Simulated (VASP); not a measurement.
The input files of a VASP run:

**POSCAR**
```
Sc
1
    3.0378310000     0.0000000000     0.0000000000
    0.0000000000     3.0378310000     0.0000000000
    0.0000000000     0.0000000000     3.0378310000
Sc
1
Direct
  0.0000000000   0.0000000000   0.0000000000
```

INCAR:
```
SYSTEM = Sc
PREC = Accurate
ENCUT = 400
EDIFF = 1E-6
NELM = 100
ALGO = Normal
LREAL = .FALSE.
LASPH = .TRUE.
ISMEAR = 1
SIGMA = 0.1
GGA = PS
LMAXMIX = 4
LWAVE = .FALSE.
LCHARG = .FALSE.
IBRION = 2
ISIF = 3
NSW = 60
EDIFFG = -0.01
```

### KPOINTS
```
Automatic mesh
0
G
 11 11 11
0 0 0
```

POTCAR, in this order: Sc_sv (PBE.64 set). Program: vasp_std.

**Question.** Write an equivalent input for Ansatz.

**Answer.** One equivalent input (not run):
Ansatz 0.2 input:
```yaml
crystal:
  lattice:
    - [3.0378310, 0.0000000, 0.0000000]
    - [0.0000000, 3.0378310, 0.0000000]
    - [0.0000000, 0.0000000, 3.0378310]
  atoms:
    - { symbol: Sc, position: [0.0000000, 0.0000000, 0.0000000] }
kpoints:
  mp_grid: { grid: [11, 11, 11] }
hamiltonian:
  xc: pbesol
  pseudopotentials: { kind: paw }
scf:
  occupations: { method: methfessel_paxton, width: 0.1 }
  max_iter: 100
relax:
  max_steps: 60
  f_tol: 0.01
  cell: {}
output: { forces: true, stress: true, eigenvalues: true }
```
The two are equivalent in intent, not identical: each code has its own PAW files, so the cut-off isn't converted (ENCUT is set for VASP's; basis.ecutwfc is left out, and Ansatz then takes the one that its files recommend); Ansatz stops its SCF on the density residual and VASP on the energy change (EDIFF).

The structure was generated: Sc was put into the simple-cubic type (Pm-3m), which need not be its known phase. This run relaxes it. Symmetry was kept, so distortions that lower it aren't found.
